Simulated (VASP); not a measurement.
# GW-BSE spectrum of NaCl

Wanted: the lowest vertical excitons of NaCl and its absorption. The cell is of the rock-salt type, one of the forms listed for this formula, which need not be the common one. The start is a cell from a database of measured crystal structures.

Main program and level: VASP 6.6.1; PBE; plane waves and PAW (Cl_GW, Na_sv_GW), in the first sound run; inputs show where later runs differ.

The database entry behind the starting cell differs from later determinations by our own check (an axis about 0.4 % short against later determinations), so it need not match the best structure at ambient conditions.

### Step 1. The starting structure

It takes space group Fm-3m (No. 225, cubic). The conventional cell has a = 5.620 Å, b = 5.620 Å, c = 5.620 Å, α = 90.00°, β = 90.00°, γ = 90.00°. Nearest to Cl lie 6 Na at 2.81 Å. Nearest to Na lie 6 Cl at 2.81 Å. Farther neighbours and most contacts between anions are not listed.

As a file:

```cif
data_structure
_symmetry_space_group_name_H-M 'Fm-3m'
_symmetry_Int_Tables_number 225
_cell_length_a 5.6200
_cell_length_b 5.6200
_cell_length_c 5.6200
_cell_angle_alpha 90.000
_cell_angle_beta 90.000
_cell_angle_gamma 90.000
_cell_volume 177.50
loop_
_atom_site_label
_atom_site_type_symbol
_atom_site_symmetry_multiplicity
_atom_site_Wyckoff_symbol
_atom_site_fract_x
_atom_site_fract_y
_atom_site_fract_z
_atom_site_occupancy
Cl1 Cl 4 b 0.50000 0.00000 0.00000 1
Na1 Na 4 a 0.00000 0.00000 0.00000 1
```

### Step 2. Ground state

The orbitals come from a self-consistent PBE run with a tight EDIFF and a narrow smearing. KPOINTS_OPT adds the bands along a path, which shows whether the mesh holds the band edges.

Contents of INCAR:

```
SYSTEM = NaCl
PREC = Accurate
ENCUT = 400
EDIFF = 1E-08
NELM = 100
ISMEAR = 0
SIGMA = 0.01
LREAL = .FALSE.
ALGO = Normal
GGA = PE
NBANDS = 14
LORBIT = 11
LWAVE = .TRUE.
LCHARG = .FALSE.
KPAR = 8
```

Contents of POSCAR:

```
NaCl
1.0
    0.0000000000      2.8100000000      2.8100000000
    2.8100000000      0.0000000000      2.8100000000
    2.8100000000      2.8100000000      0.0000000000
Cl Na
1 1
Direct
    0.5000000000      0.5000000000      0.5000000000
    0.0000000000      0.0000000000      0.0000000000
```

Contents of KPOINTS:

```
Automatic mesh
0
Gamma
10 10 10
0 0 0
```

Contents of KPOINTS_OPT:

```
Line mode
12
Line-mode
Reciprocal
  0.00000000   0.00000000   0.00000000 GAMMA
  0.50000000   0.00000000   0.50000000 X

  0.50000000   0.00000000   0.50000000 X
  0.50000000   0.25000000   0.75000000 W

  0.50000000   0.25000000   0.75000000 W
  0.37500000   0.37500000   0.75000000 K

  0.37500000   0.37500000   0.75000000 K
  0.00000000   0.00000000   0.00000000 GAMMA

  0.00000000   0.00000000   0.00000000 GAMMA
  0.50000000   0.50000000   0.50000000 L

  0.50000000   0.50000000   0.50000000 L
  0.62500000   0.25000000   0.62500000 U

  0.62500000   0.25000000   0.62500000 U
  0.50000000   0.25000000   0.75000000 W

  0.50000000   0.25000000   0.75000000 W
  0.50000000   0.50000000   0.50000000 L

  0.50000000   0.50000000   0.50000000 L
  0.37500000   0.37500000   0.75000000 K

  0.62500000   0.25000000   0.62500000 U
  0.50000000   0.00000000   0.50000000 X
```

The projector-augmented-wave data sets are Cl_GW and Na_sv_GW (PBE family, release 64).

Started as:

```
> mpirun -np 8 vasp_std
```

Log:

```text
[banner, memory and clock lines left out]
running    8 mpi-ranks, on    1 nodes
 distrk:  each k-point on    1 cores,    8 groups
 distr:  one band on    1 cores,    1 groups

 POSCAR found type information on POSCAR ClNa
 POSCAR found :  2 types and       2 ions
|                                                                             |
|           W    W    AA    RRRRR   N    N  II  N    N   GGGG   !!!           |
|           W    W   A  A   R    R  NN   N  II  NN   N  G    G  !!!           |
|           W    W  A    A  R    R  N N  N  II  N N  N  G       !!!           |
|           W WW W  AAAAAA  RRRRR   N  N N  II  N  N N  G  GGG   !            |
|           WW  WW  A    A  R   R   N   NN  II  N   NN  G    G                |
|           W    W  A    A  R    R  N    N  II  N    N   GGGG   !!!           |
|                                                                             |
|     For optimal performance we recommend to set                             |
|       NCORE = 2 up to number-of-cores-per-socket                            |
|     NCORE specifies how many cores store one orbital (NPAR=cpu/NCORE).      |
|     This setting can greatly improve the performance of VASP for DFT.       |
|     The default, NCORE=1 might be grossly inefficient on modern             |
|     multi-core architectures or massively parallel machines. Do your        |
|     Unfortunately you need to use the default for GW and RPA                |
|     calculations (for HF NCORE is supported but not extensively tested      |
|     yet).                                                                   |
|                                                                             |

 LDA part: xc-table for (Slater+PW92), standard interpolation
 POSCAR, INCAR and KPOINTS ok, starting setup
 FFT: planning ... GRIDC
 FFT: planning ... GRID_SOFT
 FFT: planning ... GRID
 WAVECAR not read
 entering main loop
       N       E                     dE             d eps       ncg     rms          rms(c)
DAV:   1     0.115223684212E+03    0.11522E+03   -0.67427E+03  1324   0.899E+02
DAV:   2    -0.292206342314E+01   -0.11815E+03   -0.11091E+03  1496   0.284E+02
DAV:   3    -0.881071459904E+01   -0.58887E+01   -0.58450E+01  1724   0.618E+01
DAV:   4    -0.898210539216E+01   -0.17139E+00   -0.17131E+00  1860   0.110E+01
DAV:   5    -0.898560585971E+01   -0.35005E-02   -0.35004E-02  1830   0.152E+00    0.159E+00
DAV:   6    -0.885191031072E+01    0.13370E+00   -0.18076E-01  1652   0.340E+00    0.758E-01
DAV:   7    -0.884498351309E+01    0.69268E-02   -0.49992E-02  1906   0.148E+00    0.400E-01
DAV:   8    -0.885041905137E+01   -0.54355E-02   -0.77688E-03  1448   0.863E-01    0.441E-02
DAV:   9    -0.885047522393E+01   -0.56173E-04   -0.17787E-04  1720   0.161E-01    0.213E-02
DAV:  10    -0.885054320504E+01   -0.67981E-04   -0.65934E-05  1484   0.536E-02    0.230E-03
DAV:  11    -0.885054460828E+01   -0.14032E-05   -0.25388E-06  1682   0.123E-02    0.102E-03
DAV:  12    -0.885054497283E+01   -0.36455E-06   -0.57443E-07  1502   0.674E-03    0.107E-03
DAV:  13    -0.885054481058E+01    0.16226E-06   -0.11555E-07  1712   0.421E-03    0.621E-05
DAV:  14    -0.885054479524E+01    0.15332E-07   -0.22179E-09   988   0.650E-04    0.226E-05
DAV:  15    -0.885054479438E+01    0.86675E-09   -0.39017E-10   934   0.227E-04
   1 F= -.88505448E+01 E0= -.88505448E+01  d E =-.383597E-33
 Start KPOINTS_OPT (optional k-point list driver)
k-point batch [1-47\120]
       N       E                     dE             ncg
DAV:   1    -0.684734576256E+04   -0.25242E+05     1324
DAV:   2    -0.122461251746E+05   -0.53988E+04     1520
DAV:   3    -0.125011486439E+05   -0.25502E+03     1726
DAV:   4    -0.125080627299E+05   -0.69141E+01     1814
DAV:   5    -0.125082916071E+05   -0.22888E+00     1816
DAV:   6    -0.125083016117E+05   -0.10005E-01     1906
DAV:   7    -0.125083017185E+05   -0.10680E-03     1834
DAV:   8    -0.125083017205E+05   -0.19153E-05     1900
DAV:   9    -0.125083017205E+05   -0.16211E-07     1354
DAV:  10    -0.125083017205E+05   -0.27558E-08     1204
[...]
k-point batch [95-120\120]
       N       E                     dE             ncg
DAV:   1     0.652031694973E+04   -0.16304E+05      734
DAV:   2     0.341790967633E+04   -0.31024E+04      824
DAV:   3     0.327700567179E+04   -0.14090E+03      944
DAV:   4     0.327314977363E+04   -0.38559E+01     1064
DAV:   5     0.327303970241E+04   -0.11007E+00      990
DAV:   6     0.327303296022E+04   -0.67422E-02     1136
DAV:   7     0.327303290170E+04   -0.58519E-04     1002
DAV:   8     0.327303290035E+04   -0.13478E-05     1106
DAV:   9     0.327303290034E+04   -0.11832E-07      756
DAV:  10     0.327303290034E+04   -0.84128E-09      730
 writing wavefunctions
```

Elapsed: 14 s, on 8 MPI ranks of Intel Xeon 6975P-C (Granite Rapids), shared host; peak memory 1.4 GiB; 80 s of CPU time.

The logs omit lines about the potential files and the build; timing stands in the text.

OUTCAR, selected parts (step 2):

```text
ion  position               nearest neighbor table
   1  0.500  0.500  0.500-
   2  0.000  0.000  0.000-

  LATTYP: Found a face centered cubic cell.
 ALAT       =     5.6200000000

 Subroutine GETGRP returns: Found 48 space group operations
 (whereof 48 operations were pure point group operations)

The static configuration has the point symmetry O_h .

 Found     47 irreducible k-points:

   k-points           NKPTS =     47   k-points in BZ     NKDIM =     47   number of bands    NBANDS=     14

   dimension x,y,z NGX =    28 NGY =   28 NGZ =   28
   dimension x,y,z NGXF=    56 NGYF=   56 NGZF=   56

   ENCUT  =  400.0 eV  29.40 Ry    5.42 a.u.   6.48  6.48  6.48*2*pi/ulx,y,z

   NELECT =      16.0000    total number of electrons

 k-points in reciprocal lattice and weights: Automatic mesh
   0.00000000  0.00000000  0.00000000       0.001
   0.10000000  0.00000000  0.00000000       0.008
   0.20000000  0.00000000  0.00000000       0.008
   0.30000000  0.00000000  0.00000000       0.008
   0.40000000  0.00000000  0.00000000       0.008
   0.50000000  0.00000000  0.00000000       0.004
   0.10000000  0.10000000  0.00000000       0.006
   0.20000000  0.10000000  0.00000000       0.024
   0.30000000  0.10000000  0.00000000       0.024
[...]
-0.30000000  0.40000000  0.20000000       0.024
  -0.30000000  0.50000000  0.20000000       0.012

 average (electrostatic) potential at core
       1 -84.2180       2 -55.7845

 E-fermi :  -0.7942

 k-point     1 :       0.0000    0.0000    0.0000
  band No.  band energies     occupation
    ...
      4     -21.6719      2.00000
      5     -13.5585      2.00000
      6      -0.8754      2.00000
      7      -0.8754      2.00000
      8      -0.8754      2.00000
      9       4.2803      0.00000
     10      10.1739      0.00000
     11      10.1739      0.00000
     12      10.1739      0.00000
     13      12.2606      0.00000
    ...

 k-point     2 :       0.1000    0.0000    0.0000
  band No.  band energies     occupation
    ...
      4     -21.6724      2.00000
      5     -13.5272      2.00000
      6      -1.1252      2.00000
      7      -0.9026      2.00000
      8      -0.9026      2.00000
      9       4.6129      0.00000
     10       9.8062      0.00000
     11      10.3055      0.00000
     12      10.3055      0.00000
     13      12.0867      0.00000
    ...

 k-point     3 :       0.2000    0.0000    0.0000
  band No.  band energies     occupation
    ...
      4     -21.6732      2.00000
      5     -13.4439      2.00000
      6      -1.6857      2.00000
      7      -0.9722      2.00000
      8      -0.9722      2.00000
      9       5.3680      0.00000
     10       9.2636      0.00000
     11      10.4913      0.00000
     12      10.4913      0.00000
     13      12.0146      0.00000
    ...

  Total        0.0238626      0.0238626      0.0238626     -0.0000000      0.0000000     -0.0000000
  in kB        0.8615472      0.8615472      0.8615472     -0.0000000      0.0000000     -0.0000000
  external PRESSURE =       0.8615472 kB  Pullay stress =       0.0000000 kB

  energy-cutoff  :      400.00
  volume of cell :       44.38
      direct lattice vectors                 reciprocal lattice vectors
     0.000000000  2.810000000  2.810000000    -0.177935943  0.177935943  0.177935943
     2.810000000  0.000000000  2.810000000     0.177935943 -0.177935943  0.177935943
     2.810000000  2.810000000  0.000000000     0.177935943  0.177935943 -0.177935943

 POSITION                                       TOTAL-FORCE (eV/Angst)
 -----------------------------------------------------------------------------------
      2.81000      2.81000      2.81000         0.000000     -0.000000     -0.000000
      0.00000      0.00000      0.00000        -0.000000      0.000000      0.000000
 -----------------------------------------------------------------------------------
    total drift:                                0.000000      0.000000      0.000000

  FREE ENERGIE OF THE ION-ELECTRON SYSTEM (eV)
  ---------------------------------------------------
  free  energy   TOTEN  =        -8.8505447944 eV

  energy  without entropy=       -8.8505447944  energy(sigma->0) =       -8.85054479

 total charge
# of ion       s       p       d       tot
------------------------------------------
    1        1.570   3.537   0.002   5.109
    2        2.002   5.984   0.016   8.002
--------------------------------------------------
tot          3.572   9.521   0.018  13.111

[... 3 further parts left out ...]
```

This step gave:

```yaml
free_energy_toten: -8.851 eV
fermi_energy: -0.7942 eV
pressure: 0.08615 GPa
least_gap_on_mesh_and_path: 5.156 eV
least_direct_gap_on_mesh_and_path: 5.156 eV
```

The highest empty bands on the path are converged less tightly, to about 0.1 eV. Electronic bands along the path, in eV, zero at the valence-band top; v1 is the highest filled band, c1 the lowest empty one:

```
          point     v3     v2     v1    c1     c2     c3     c4
              Γ   0.00   0.00   0.00  5.16  11.05  11.05  11.05
0.45 of the way  -0.96  -0.28  -0.28  6.90   9.28  11.04  12.19
              X  -1.69  -0.61  -0.61  7.56   8.04  11.40  14.88
0.45 of the way  -1.58  -0.77  -0.68  7.99   8.45  10.97  12.94
              W  -1.21  -1.21  -0.76  8.85   9.70   9.70  11.37
0.55 of the way  -1.38  -1.12  -0.61  8.52   9.12  10.36  12.02
              K  -1.43  -1.13  -0.50  8.24   9.04  10.59  12.74
0.45 of the way  -1.33  -0.56  -0.19  7.59   9.64  10.55  11.79
              Γ   0.00   0.00   0.00  5.16  11.05  11.05  11.05
0.45 of the way  -0.98  -0.12  -0.12  6.46  10.05  11.36  11.36
              L  -1.95  -0.27  -0.27  7.28  10.72  10.92  10.92
0.55 of the way  -1.70  -0.76  -0.37  8.18   9.67  10.38  11.66
              U  -1.43  -1.13  -0.50  8.24   9.04  10.59  12.74
0.55 of the way  -1.36  -1.12  -0.65  8.61   9.17  10.27  11.85
              W  -1.21  -1.21  -0.76  8.85   9.70   9.70  11.37
0.45 of the way  -1.63  -0.84  -0.45  8.50   9.44  10.20  11.78
              L  -1.95  -0.27  -0.27  7.28  10.72  10.92  10.92
0.45 of the way  -1.78  -0.63  -0.35  7.97   9.88  10.50  11.45
              K  -1.43  -1.13  -0.50  8.24   9.04  10.59  12.74
      jump to U  -1.43  -1.13  -0.50  8.24   9.04  10.59  12.74
0.45 of the way  -1.61  -0.80  -0.57  7.83   8.37  11.11  13.62
              X  -1.69  -0.61  -0.61  7.56   8.04  11.40  14.88
```

Of the projections kept (Cl, Na), the largest for each band there, as a share of the weight inside these atoms' spheres; weight between the spheres isn't counted:

```
point       v3       v2       v1       c1       c2       c3       c4
    Γ  Cl 0.99  Cl 0.99  Cl 0.99  Cl 0.85  Cl 0.79  Cl 0.79  Cl 0.79
    X  Cl 0.95  Cl 0.97  Cl 0.97  Cl 0.70  Cl 0.73  Cl 0.81  Cl 0.50
    W  Cl 0.96  Cl 0.96  Cl 0.99  Cl 0.78  Cl 0.83  Cl 0.83  Na 0.52
    K  Cl 0.95  Cl 0.98  Cl 0.98  Cl 0.64  Cl 0.85  Cl 0.83  Cl 0.60
    Γ  Cl 0.99  Cl 0.99  Cl 0.99  Cl 0.85  Cl 0.79  Cl 0.79  Cl 0.79
    L  Cl 0.98  Cl 0.99  Cl 0.99  Cl 0.60  Cl 0.90  Cl 0.58  Cl 0.58
```

The electronic bands as a text plot (rows in eV, shown from -2.0 to 10.9 only):

```
   10.7 |++  +++    +   ++   +  ++ ++   +++++  ++     +++++  ++
   10.1 |  +         + +  + +  +     +++   ++++  +  +++   +++
    9.6 |   +        ++   +++++              +   +++ +     ++
    9.0 |    +      ++++++                    +++ +++        +
    8.5 |     ++   ++  +++++                 +++++          ++++
    8.0 |      +++++        +               +        ++   ++  +++
    7.4 |    ++ +++          +          ++++           +++      +
    6.9 |                     +       ++
    6.4 |   +                        +
    5.8 |  +                   ++   +
    5.3 |++                      +++
    4.8 |
    4.2 |
    3.7 |
    3.1 |
    2.6 |
    2.1 |
    1.5 |
    1.0 |
    0.5 |
   -0.1 |****              *****************           ****
   -0.6 |  **************** ****    **     *************  *******
   -1.1 |    **     ******** **       *      ********       ***
   -1.7 |      ******   *****          *********    ********* ***
         Γ       X    W  K        Γ      L     U  W     L   K|U X
```

The cell has a gap of 5.16 eV on mesh and path.

### Step 3. Empty bands

The next step needs empty bands that the ground-state run didn't converge, so the Hamiltonian is diagonalised exactly for NBANDS bands, in a single step. LOPTICS writes the k-derivatives of the orbitals (WAVEDER), which give the long-wavelength limit of the screening.

Contents of INCAR:

```
SYSTEM = NaCl
PREC = Accurate
ENCUT = 400
ISMEAR = 0
SIGMA = 0.01
LREAL = .FALSE.
GGA = PE
NBANDS = 104
ALGO = Exact
NELM = 1
LWAVE = .TRUE.
LCHARG = .FALSE.
LOPTICS = .TRUE.
NEDOS = 1000
CSHIFT = 0.1
```

POSCAR is that of step 2.

KPOINTS is that of step 2.

Started as:

```
> mpirun -np 8 vasp_std
```

Log:

```text
[banner, memory and clock lines left out]
running    8 mpi-ranks, on    1 nodes
 distrk:  each k-point on    8 cores,    1 groups
 distr:  one band on    1 cores,    8 groups

 POSCAR found type information on POSCAR ClNa
 POSCAR found :  2 types and       2 ions
 [... a notice as in an earlier step ...]

 LDA part: xc-table for (Slater+PW92), standard interpolation
 found WAVECAR, reading the header
  number of bands has changed, file:    14 present:   104
  trying to continue reading WAVECAR, but it might fail
 POSCAR, INCAR and KPOINTS ok, starting setup
 FFT: planning ... GRIDC
 FFT: planning ... GRID_SOFT
 FFT: planning ... GRID
 reading WAVECAR
 random initialization beyond band           14
 the WAVECAR file was read successfully
 initial charge from wavefunction
 entering main loop
       N       E                     dE             d eps       ncg     rms          rms(c)
DIA:   1    -0.885054479593E+01   -0.88505E+01    0.00000E+00     0   0.000E+00
   1 F= -.88505448E+01 E0= -.88505448E+01  d E =-.496373E-21
 writing wavefunctions
 optical routines
 imaginary and real dielectric function
 recalculating local potential from charge density
 direction            1
 direction            2
 direction            3
```

Run time: 29 s. Hardware: 8 MPI ranks; peak memory 1.7 GiB.

Parts of OUTCAR (step 3):

```text
The static configuration has the point symmetry O_h .

 Found     47 irreducible k-points:

   k-points           NKPTS =     47   k-points in BZ     NKDIM =     47   number of bands    NBANDS=    104

   NELECT =      16.0000    total number of electrons

 E-fermi :  -0.8137

 k-point     2 :       0.1000    0.0000    0.0000
  band No.  band energies     occupation
    ...
      4     -21.6724      2.00000
      5     -13.5273      2.00000
      6      -1.1253      2.00000
      7      -0.9026      2.00000
      8      -0.9026      2.00000
      9       4.6129      0.00000
     10       9.8062      0.00000
     11      10.3055      0.00000
     12      10.3055      0.00000
     13      12.0867      0.00000
    ...

 k-point     6 :       0.5000    0.0000    0.0000
  band No.  band energies     occupation
    ...
      4     -21.6744      2.00000
      5     -13.2137      2.00000
      6      -2.8275      2.00000
      7      -1.1444      2.00000
      8      -1.1444      2.00000
      9       6.4039      0.00000
     10       9.8485      0.00000
     11      10.0434      0.00000
     12      10.0434      0.00000
     13      14.2140      0.00000
    ...

  Total        0.0233874      0.0233874      0.0233874     -0.0000000      0.0000000      0.0000000
  in kB        0.8443906      0.8443906      0.8443906     -0.0000000      0.0000000      0.0000000
  external PRESSURE =       0.8443906 kB  Pullay stress =       0.0000000 kB

 POSITION                                       TOTAL-FORCE (eV/Angst)
 -----------------------------------------------------------------------------------
      2.81000      2.81000      2.81000         0.000000     -0.000000      0.000000
      0.00000      0.00000      0.00000        -0.000000      0.000000     -0.000000
 -----------------------------------------------------------------------------------
    total drift:                                0.000000      0.000000      0.000000

  FREE ENERGIE OF THE ION-ELECTRON SYSTEM (eV)
  ---------------------------------------------------
  free  energy   TOTEN  =        -8.8505447959 eV

  energy  without entropy=       -8.8505447959  energy(sigma->0) =       -8.85054480

 plasma frequency squared (from intraband transitions) (eV^2)
  --------------------------------------------------------------------------------------
       0.000       0.000       0.000
       0.000       0.000       0.000
       0.000       0.000       0.000

[... 12 parts as in an earlier step ...]
```

The gap is read on the k-mesh alone, so it is an upper bound where the band edges lie off the mesh, and a coarse mesh can show a gap where there is none.

This step gave:

- gap on the k-mesh: 5.156 eV
- least direct gap on the k-mesh: 5.156 eV

WAVECAR now holds 104 bands for 16 electrons. Its independent-particle dielectric tensor has xx, yy, zz = 2.8, 2.8, 2.8 on this mesh. It isn't tested for convergence in mesh or bands and lacks local fields, and at a small direct gap a coarse mesh makes it too large, which overscreens the GW step.

[end of part 1 of 4]

[Lines on the potential files, build, host, timing and source positions are cut from VASP's logs without a mark.]

[Logs are printed without paths, hosts, clocks, repeated set-up lines and the standing remarks that a program may print on its own settings, such as how far it seeks lower states.]

[Hosts, paths, dates, database ids (printed as entryN), source tags and the programs' standing remarks are cut or masked in the printed files.]

[Pressures printed for these runs are not shown converged in the cutoff: they can be off by several GPa and have the wrong sign.]

[In band tables of VASP the shares of atoms and orbitals are scaled to a sum of 1 inside the atoms' spheres.]
